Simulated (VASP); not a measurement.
Consider the following.

```
CELL_PARAMETERS angstrom
      4.17974     0.00000     0.00000
     -2.08987     3.61977     0.00000
      0.00000     0.00000    22.09979
ATOMIC_POSITIONS crystal
  Bi 0.33333 0.66667 0.41184
  Bi 0.00000 0.00000 0.58816
  Se 0.00000 0.00000 0.34096
  Se 0.66667 0.33333 0.50000
  Se 0.33333 0.66667 0.65904
```

The numbers are results of PBE GGA, VASP's PBE PAW potentials (set 64) (plane waves; VASP), not measurements. Settings: 400 eV cut-off, Gaussian smearing of 0.050 eV, potentials Bi_d Se.

The cell holds a wide vacuum, so values per volume refer to the whole cell. Unless said otherwise, spin-orbit coupling is left out, though it shifts the bands of the heavy elements here.

**Question.** Give the energies of bands 16 to 27 at the high-symmetry points, in eV from the valence-band maximum.

**Answer.** 
```csv
band,Γ,M,K
16,-1.60,-4.44,-4.12
17,-1.22,-3.07,-3.56
18,-1.22,-2.90,-3.56
19,-1.00,-2.66,-3.12
20,-1.00,-2.03,-2.16
21,-0.67,-1.68,-2.16
22,-0.60,-0.93,-1.20
23,-0.60,-0.73,-0.34
24,-0.40,-0.54,-0.34
25,0.88,1.71,2.39
26,2.16,2.86,3.10
27,2.16,2.94,3.10
```

The gap is indirect, 0.88 eV, from the valence maximum at Γ-M at 0.45 to the conduction minimum at Γ.

The cell is a sheet with vacuum, built from a generated structure.
